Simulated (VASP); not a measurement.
Input:

```
PtSe
1.0
    0.00000     2.80638     2.80638
    2.80638     0.00000     2.80638
    2.80638     2.80638     0.00000
Pt Se
1 1
Direct
  0.00000   0.00000   0.00000
  0.25000   0.25000   0.25000
```

Calculation: PBEsol GGA, VASP's PBE PAW potentials (set 64) (plane waves; VASP). Settings: 400 eV cut-off, 13×13×13 Γ-centred mesh, tetrahedra with Blöchl corrections, potentials Pt Se.

Unless said otherwise, spin-orbit coupling is left out, though it shifts the bands of the heavy elements here.

Q: Tabulate the total density of states (states/eV per cell) against energy (eV; zero at the valence-band maximum or, without a gap, the Fermi level).

A: 
```
E (eV) | DOS (states/eV)
    -9.98 |  0.00
    -9.74 |  0.00
    -9.50 |  0.00
    -9.26 |  0.00
    -9.02 |  0.00
    -8.90 |  0.00
    -8.66 |  0.00
    -8.42 |  0.00
    -8.18 |  0.00
    -7.94 |  0.00
    -7.70 |  0.00
    -7.46 |  0.00
    -7.22 |  0.00
    -6.98 |  0.00
    -6.74 | ## 0.73
    -6.62 | #### 1.15
    -6.38 | ######### 2.92
    -6.14 | ########### 3.43
    -5.90 |  0.13
    -5.66 | ############# 4.16
    -5.42 | ################# 5.15
    -5.18 | ########## 3.11
    -4.94 | ####### 2.27
    -4.70 | #### 1.36
    -4.46 |  0.00
    -4.34 |  0.00
    -4.10 |  0.00
    -3.86 |  0.00
    -3.62 |  0.00
    -3.38 | ######## 2.52
    -3.14 | ################## 5.66
    -2.90 | ############################## 9.32
    -2.66 | ## 0.77
    -2.42 | ######## 2.37
    -2.18 | ##### 1.69
    -2.06 | #### 1.34
    -1.82 | ### 0.92
    -1.58 | #### 1.22
    -1.34 | ##### 1.63
    -1.10 | #### 1.37
    -0.86 | #### 1.36
    -0.62 | ##### 1.51
    -0.38 | ###### 1.88
    -0.14 | ###### 1.80
     0.10 | ###### 1.71
     0.22 | ##### 1.66
     0.46 | ##### 1.60
     0.70 | #### 1.31
     0.94 | ### 0.84
     1.18 | ## 0.67
     1.42 | ## 0.54
     1.66 | # 0.42
     1.90 | # 0.31
     2.14 | # 0.18
     2.38 |  0.14
     2.50 | # 0.16
     2.74 | # 0.23
     2.98 | # 0.42
     3.22 | ## 0.49
     3.46 | ## 0.52
```
Within 2 eV below the Fermi level the largest weight inside VASP's projection spheres is Pt d, then Se p.

The structure was generated: PtSe was put into the zinc blende type (F-43m), which need not be its known phase. It was relaxed first, which changed the volume by -14 %.
